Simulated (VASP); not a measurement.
Runs of VASP 6.6.1 on CdTe. The structure is tetragonal, space group I-4m2 (No. 119). The conventional cell has a = 4.594 Å, b = 4.594 Å, c = 6.449 Å, α = 90.00°, β = 90.00°, γ = 90.00°. Around Cd (site symmetry -4m2) lie 4 Te at 2.81 Å. Around Te (site symmetry -4m2) lie 4 Cd at 2.81 Å. The cell was built by a generator and isn't the measured one.

```tsv
level	potentials or basis	pressure (GPa)	moment (μB)
LDA	VASP PAW LDA potentials, release 64 (Cd, Te)	-1.1	0.00
TB-mBJ	VASP PAW PBE potentials, release 64 (Cd, Te)	-	0.00
PBE	VASP PAW PBE potentials, release 64 (Cd, Te)	(a)	0.00
r2SCAN	VASP PAW PBE potentials, release 64 (Cd, Te)	1.7	0.00
```

Alike in all rows: task single point; spin non-collinear, zero start, SOC; cell as given; k mesh 8 × 8 × 8; cutoff (eV) 520; smearing gaussian 0.02 eV.

Fill in the values left out.

(a) 2.7.

Caveats: the PAW data sets were made with another functional, which shifts forces and pressure a little (some runs).

Not every run made on this cell is shown here.
